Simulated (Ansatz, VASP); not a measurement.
## Cross-check of Zr2CF2 (Zr2CF2 MXene monolayer) between VASP and Ansatz

One calculation is typed for both programs; each brings its own data sets. How far apart do they land? The cell is taken from a series of runs on this material, whose earlier steps may have relaxed, scaled, displaced or heated it; both programs get it as it stands.

Calculated with Ansatz 0.2.0; plane waves, with VASP 6.6.1 beside it; single point at PBE, spin-orbit coupling.

## (1) Set-up

The cell holds 5 atoms: 2 F, 2 Zr and 1 C. Its edges and angles: a = 3.282 Å, b = 3.282 Å, c = 23.136 Å, α = 90.0°, β = 90.0°, γ = 120.0°. Vacuum lies along c.

Coordinates:

```cif
data_structure
_symmetry_space_group_name_H-M 'P 1'
_symmetry_Int_Tables_number 1
_cell_length_a 3.2819
_cell_length_b 3.2819
_cell_length_c 23.1362
_cell_angle_alpha 90.000
_cell_angle_beta 90.000
_cell_angle_gamma 120.000
_cell_volume 215.81
loop_
_atom_site_label
_atom_site_type_symbol
_atom_site_fract_x
_atom_site_fract_y
_atom_site_fract_z
_atom_site_occupancy
F1 F 0.33333 0.66667 0.38900 1
F2 F 0.66667 0.33333 0.61100 1
Zr3 Zr 0.66667 0.33333 0.44673 1
Zr4 Zr 0.33333 0.66667 0.55327 1
C5 C 0.00000 0.00000 0.50000 1
```

## (2) VASP: single point, PBE, spin-orbit coupling

A single point gives forces, pressure and levels at one fixed geometry, so differences don't come from the geometry; what else differs is listed under the comparison.

Lines of VASP's logs that name or quote its potential files are left out, and so is its time.

Contents of INCAR:

```
SYSTEM = Zr2CF2
PREC = Accurate
ENCUT = 520
EDIFF = 1E-06
NELM = 200
ISMEAR = -1
SIGMA = 0.05
LREAL = .FALSE.
ALGO = Normal
GGA = PE
LNONCOLLINEAR = .TRUE.
MAGMOM = 0 0 0 0 0 0 0 0 0 0 0 0 0 0 0
NBANDS = 54
GGA_COMPAT = .FALSE.
LASPH = .TRUE.
LSORBIT = .TRUE.
LMAXMIX = 4
LORBIT = 11
LWAVE = .FALSE.
LCHARG = .FALSE.
ISIF = 2
LDIPOL = .TRUE.
IDIPOL = 3
DIPOL = 0.5 0.5 0.5
LVHAR = .TRUE.
NELMDL = -8
KPAR = 2
```

Contents of POSCAR:

```
Zr2CF2
1.0
    3.2818914181      0.0000000000      0.0000000000
   -1.6409457091      2.8422013406      0.0000000000
    0.0000000000      0.0000000000     23.1361662452
F Zr C
2 2 1
Direct
    0.3333333333      0.6666666667      0.3890013542
    0.6666666667      0.3333333333      0.6109986458
    0.6666666667      0.3333333333      0.4467263161
    0.3333333333      0.6666666667      0.5532736839
    0.0000000000      0.0000000000      0.5000000000
```

Contents of KPOINTS:

```
Automatic mesh
0
Gamma
12 12 1
0 0 0
```

Potentials, in the order of the species: F, Zr_sv and C (PBE family, release 64).

Command:

```
$ mpirun -np 2 vasp_ncl
```

Numbers of over 12 decimals in the logs are rounded to 6 here.

The log of the run:

```text
[banner, memory and clock lines left out]
running    2 mpi-ranks, on    1 nodes
 distrk:  each k-point on    1 cores,    2 groups
 distr:  one band on    1 cores,    1 groups

 POSCAR found type information on POSCAR F ZrC
 POSCAR found :  3 types and       5 ions
 LDA part: xc-table for (Slater+PW92), standard interpolation
 POSCAR, INCAR and KPOINTS ok, starting setup
 FFT: planning ... GRIDC
 FFT: planning ... GRID_SOFT
 FFT: planning ... GRID
 WAVECAR not read
 entering main loop
       N       E                     dE             d eps       ncg     rms          rms(c)
DAV:   1     0.441133539020E+03    0.44113E+03   -0.21113E+04  2444   0.134E+03
DAV:   2    -0.107183875986E+01   -0.44221E+03   -0.43300E+03  2612   0.387E+02
DAV:   3    -0.449989775598E+02   -0.43927E+02   -0.43555E+02  2760   0.113E+02
DAV:   4    -0.487169516728E+02   -0.37180E+01   -0.37074E+01  3680   0.290E+01
DAV:   5    -0.489809624951E+02   -0.26401E+00   -0.26397E+00  3104   0.556E+00
DAV:   6    -0.489838256977E+02   -0.28632E-02   -0.28629E-02  3136   0.738E-01
DAV:   7    -0.489839590467E+02   -0.13335E-03   -0.13334E-03  3032   0.131E-01
DAV:   8    -0.489839624632E+02   -0.34165E-05   -0.34163E-05  3176   0.229E-02    0.299E+01
DAV:   9    -0.412971849519E+02    0.76868E+01   -0.38001E+01  2356   0.354E+01    0.108E+01
DAV:  10    -0.414031906320E+02   -0.10601E+00   -0.34057E+00  2914   0.102E+01    0.486E+00
DAV:  11    -0.413657359011E+02    0.37455E-01   -0.55078E-01  2668   0.339E+00    0.121E+00
DAV:  12    -0.413421874696E+02    0.23548E-01   -0.12086E-01  2722   0.163E+00    0.452E-01
DAV:  13    -0.413382509369E+02    0.39365E-02   -0.18782E-02  2784   0.740E-01    0.245E-01
DAV:  14    -0.413355191586E+02    0.27318E-02   -0.42139E-03  2832   0.308E-01    0.970E-02
[...]
DAV:  20    -0.413348938906E+02   -0.23065E-03   -0.11131E-05  2244   0.127E-02    0.521E-03
DAV:  21    -0.413350568288E+02   -0.16294E-03   -0.46873E-06  2120   0.102E-02    0.233E-03
DAV:  22    -0.413351167179E+02   -0.59889E-04   -0.20587E-06  2124   0.483E-03    0.125E-03
DAV:  23    -0.413351437293E+02   -0.27011E-04   -0.10880E-06  1922   0.366E-03    0.463E-04
DAV:  24    -0.413351528912E+02   -0.91620E-05   -0.28572E-07  1760   0.196E-03    0.536E-04
DAV:  25    -0.413351554107E+02   -0.25195E-05   -0.10140E-07  1648   0.111E-03    0.248E-04
DAV:  26    -0.413351567591E+02   -0.13484E-05   -0.77107E-08  1578   0.957E-04    0.152E-04
DAV:  27    -0.413351571706E+02   -0.41147E-06   -0.29142E-08  1530   0.574E-04
   1 F= -.41335157E+02 E0= -.41329311E+02  d E =-.116927E-01  mag=     0.0000    -0.0000    -0.0000
```

OUTCAR, selected parts (step 2):

```text
ion  position               nearest neighbor table
   1  0.333  0.667  0.389-   3 2.32   3 2.32   3 2.32
   2  0.667  0.333  0.611-   4 2.32   4 2.32   4 2.32
   3  0.667  0.333  0.447-   5 2.26   5 2.26   5 2.26   1 2.32   1 2.32   1 2.32   4 3.11   4 3.11
                             4 3.11
   4  0.333  0.667  0.553-   5 2.26   5 2.26   5 2.26   2 2.32   2 2.32   2 2.32   3 3.11   3 3.11
                             3 3.11
   5  0.000  0.000  0.500-   3 2.26   4 2.26   3 2.26   4 2.26   3 2.26   4 2.26

  LATTYP: Found a hexagonal cell.
 ALAT       =     3.2818914181
 C/A-ratio  =     7.0496440308

 Subroutine GETGRP returns: Found 12 space group operations
 (whereof 12 operations were pure point group operations)

The static configuration has the point symmetry D_3d.

 Found     19 irreducible k-points:

   k-points           NKPTS =     19   k-points in BZ     NKDIM =     19   number of bands    NBANDS=     54

   dimension x,y,z NGX =    24 NGY =   24 NGZ =  180
   dimension x,y,z NGXF=    48 NGYF=   48 NGZF=  360

   ENCUT  =  520.0 eV  38.22 Ry    6.18 a.u.   6.10  6.10 43.02*2*pi/ulx,y,z

   NELECT =      42.0000    total number of electrons

 k-points in reciprocal lattice and weights: Automatic mesh
   0.00000000  0.00000000  0.00000000       0.007
   0.08333333 -0.00000000  0.00000000       0.042
   0.16666667  0.00000000  0.00000000       0.042
   0.25000000  0.00000000  0.00000000       0.042
   0.33333333  0.00000000  0.00000000       0.042
   0.41666667  0.00000000  0.00000000       0.042
   0.50000000  0.00000000  0.00000000       0.021
   0.08333333  0.08333333  0.00000000       0.042
   0.16666667  0.08333333  0.00000000       0.083
[...]
0.33333333  0.25000000  0.00000000       0.083
   0.33333333  0.33333333  0.00000000       0.014

 dipolmoment           0.000000      0.000000     -0.000000 electrons x Angstroem

 average (electrostatic) potential at core
       1 -81.9422       2 -81.9422       3 -84.4030       4 -84.4030       5 -54.5789

 E-fermi :  -0.1527

 k-point     1 :       0.0000    0.0000    0.0000
  band No.  band energies     occupation
    ...
     36      -4.4604      1.00000
     37      -3.2272      1.00000
     38      -3.2272      1.00000
     39      -3.2234      1.00000
     40      -3.2234      1.00000
     41       0.0105      0.03679
     42       0.0105      0.03679
     43       0.0447      0.01891
     44       0.0447      0.01891
     45       0.2554      0.00029
    ...

 k-point     2 :       0.0833   -0.0000    0.0000
  band No.  band energies     occupation
    ...
     38      -3.4162      1.00000
     39      -3.2409      1.00000
     40      -3.2409      1.00000
     41      -0.2290      0.82138
     42      -0.2290      0.82138
     43       0.1753      0.00141
     44       0.1753      0.00141
     45       0.3223      0.00007
     46       0.3223      0.00007
     47       1.9072      0.00000
    ...

 k-point     3 :       0.1667    0.0000    0.0000
  band No.  band energies     occupation
    ...
     38      -3.8080      1.00000
     39      -3.2648      1.00000
     40      -3.2648      1.00000
     41      -0.7923      1.00000
     42      -0.7923      1.00000
     43       0.5410      0.00000
     44       0.5410      0.00000
     45       0.6156      0.00000
     46       0.6156      0.00000
     47       1.8643      0.00000
    ...

  Total        1.1186704      1.1186704      0.3850458     -0.0000000      0.0000000     -0.0000000
  in kB        8.3050505      8.3050505      2.8585945     -0.0000000      0.0000000     -0.0000000
  external PRESSURE =       6.4895652 kB  Pullay stress =       0.0000000 kB

  energy-cutoff  :      520.00
  volume of cell :      215.81
      direct lattice vectors                 reciprocal lattice vectors
     3.281891418  0.000000000  0.000000000     0.304702342  0.175919979  0.000000000
    -1.640945709  2.842201341  0.000000000     0.000000000  0.351839958  0.000000000
     0.000000000  0.000000000 23.136166245     0.000000000  0.000000000  0.043222373

 POSITION                                       TOTAL-FORCE (eV/Angst)
 -----------------------------------------------------------------------------------
     -0.00000      1.89480      9.00000         0.000000      0.000000     -0.060387
      1.64095      0.94740     14.13617        -0.000000     -0.000000      0.060387
      1.64095      0.94740     10.33553         0.000000      0.000000     -0.074761
     -0.00000      1.89480     12.80063        -0.000000      0.000000      0.074761
      0.00000      0.00000     11.56808        -0.000000      0.000000      0.000000
 -----------------------------------------------------------------------------------
    total drift:                                0.000000     -0.000000      0.000000

  FREE ENERGIE OF THE ION-ELECTRON SYSTEM (eV)
  ---------------------------------------------------
  free  energy   TOTEN  =       -41.3351571706 eV

  energy  without entropy=      -41.3234644510  energy(sigma->0) =      -41.32931081

 vacuum level on the upper side and lower side of the slab         3.865         3.865

 Spin-Orbit-Coupling matrix elements
 Ion:    1  E_soc:     -0.0004693
 Ion:    2  E_soc:     -0.0004693
 Ion:    3  E_soc:     -0.1384016
 Ion:    4  E_soc:     -0.1384016
 Ion:    5  E_soc:     -0.0000715

 total charge
# of ion       s       p       d       tot
------------------------------------------
    1        1.737   4.349   0.000   6.086
    2        1.737   4.349   0.000   6.086
    3        2.164   6.010   1.693   9.867
    4        2.164   6.010   1.693   9.867
    5        0.879   1.555   0.000   2.434
--------------------------------------------------
tot          8.679  22.274   3.386  34.339

 magnetization (x)
# of ion       s       p       d       tot
------------------------------------------
    1        0.000   0.000   0.000   0.000
    2        0.000  -0.000   0.000  -0.000
    3        0.000  -0.000   0.000   0.000
    4        0.000  -0.000   0.000   0.000
    5       -0.000   0.000   0.000  -0.000
--------------------------------------------------
tot         -0.000  -0.000   0.000   0.000

 magnetization (y)
# of ion       s       p       d       tot
------------------------------------------
    1       -0.000   0.000   0.000  -0.000
    2        0.000   0.000   0.000   0.000
    3        0.000  -0.000   0.000   0.000
    4        0.000   0.000   0.000   0.000
    5        0.000  -0.000   0.000  -0.000
--------------------------------------------------
tot          0.000  -0.000   0.000   0.000

 magnetization (z)
# of ion       s       p       d       tot
------------------------------------------
    1        0.000   0.000   0.000   0.000
    2        0.000   0.000   0.000   0.000
    3        0.000   0.000   0.000   0.000
    4        0.000   0.000   0.000   0.000
    5        0.000  -0.000   0.000  -0.000
--------------------------------------------------
tot          0.000  -0.000   0.000  -0.000

[... 3 further parts left out ...]
```

(Part 1 of 2 ends here.)

[Lines on the potential files, build, host, timing and source positions are cut from VASP's logs without a mark.]

[Logs are printed without paths, hosts, clocks, repeated set-up lines and the standing remarks that a program may print on its own settings, such as how far it seeks lower states.]

[Hosts, paths, dates, database ids (printed as entryN), source tags and the programs' standing remarks are cut or masked in the printed files.]
